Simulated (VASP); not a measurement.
A run of VASP 6.6.1:

The input INCAR:

```
SYSTEM = Cu
PREC     = Accurate       ! precision mode
ENCUT    = 600            ! plane-wave cutoff, eV
EDIFF    = 1E-6           ! SCF threshold, eV
ISMEAR   = 1              ! smearing method
SIGMA    = 0.1            ! smearing width, eV
LREAL    = .FALSE.        ! projectors in reciprocal space
LASPH    = .TRUE.         ! aspherical terms in the spheres
NELM     = 80             ! most SCF steps
ALGO     = Normal         ! electronic algorithm
ISIF     = 3              ! what is computed and relaxed
LWAVE    = .FALSE.        ! write WAVECAR
LCHARG   = .FALSE.        ! write CHGCAR
IBRION   = 2              ! ionic algorithm
NSW      = 90             ! ionic steps
EDIFFG   = -0.01          ! ionic threshold
```

Contents of KPOINTS:

```
regular mesh
0
G
  18 18 18
  0 0 0
```

File POSCAR:

```
Cu
1.0
    0.0000000000      1.8075000000      1.8075000000
    1.8075000000      0.0000000000      1.8075000000
    1.8075000000      1.8075000000      0.0000000000
Cu
1
Direct
    0.0000000000      0.0000000000      0.0000000000
```

Potentials or basis: VASP PAW LDA potentials, release 64 (Cu).

The run is started by

```sh
$ cat potpaw_LDA.64/Cu/POTCAR > POTCAR
$ mpirun -np 1 vasp_std > vasp.out
```

Hardware: 1 thread of Intel(R) Xeon(R) Platinum 8375C CPU @ 2.90GHz (Ice Lake) (shared host).

Estimate the wall time of this run.

Wall time 51 s on 1 thread of Intel(R) Xeon(R) Platinum 8375C CPU @ 2.90GHz (Ice Lake), with other jobs on the host, peak memory 0.14 GiB. Counts: scf iterations 27, k points 195, ion steps 3.
